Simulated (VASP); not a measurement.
AgCl (rock salt):

```yaml
crystal:
  lattice:
    - [0.00000, 2.77500, 2.77500]
    - [2.77500, 0.00000, 2.77500]
    - [2.77500, 2.77500, 0.00000]
  atoms:
    - { symbol: Ag, position: [0.00000, 0.00000, 0.00000] }
    - { symbol: Cl, position: [0.50000, 0.50000, 0.50000] }
```

The lowest empty band near Γ, direction [110], from PBE with spin-orbit coupling in VASP (PAW); its two spin partners are averaged. The gap over the points computed is 0.87 eV, and the next band on that side lies 9.92 eV away at the edge.

Run with 400 eV cut-off, 9×9×9 Γ-centred mesh, Gaussian smearing of 0.050 eV, potentials Ag Cl.

| distance from the edge in k (1/Å) | distance in energy (meV) |
|---|---|
| 0.018 | 4.6 |
| 0.025 | 8.9 |
| 0.035 | 17.4 |
| 0.050 | 35.4 |
| 0.070 | 68.8 |

### Question
Fit E(1 + αE) = ħ²k²/2m* (ħ²/2m0 = 3.810 eV Å²) and predict the row at 0.095 1/Å.

### Answer
Least squares on the energies gives the electron mass m* = 0.267 m0 and α = 0.24 per eV, and so 125.1 meV. The run gave 125.1 meV, +0.0 meV from the fit.

Left out are points under 3 meV from the edge, since the levels carry 0.1 meV, and points farther than half the way to the next band.

The compound is AgCl in the rock salt structure. The cell was not relaxed at this level.
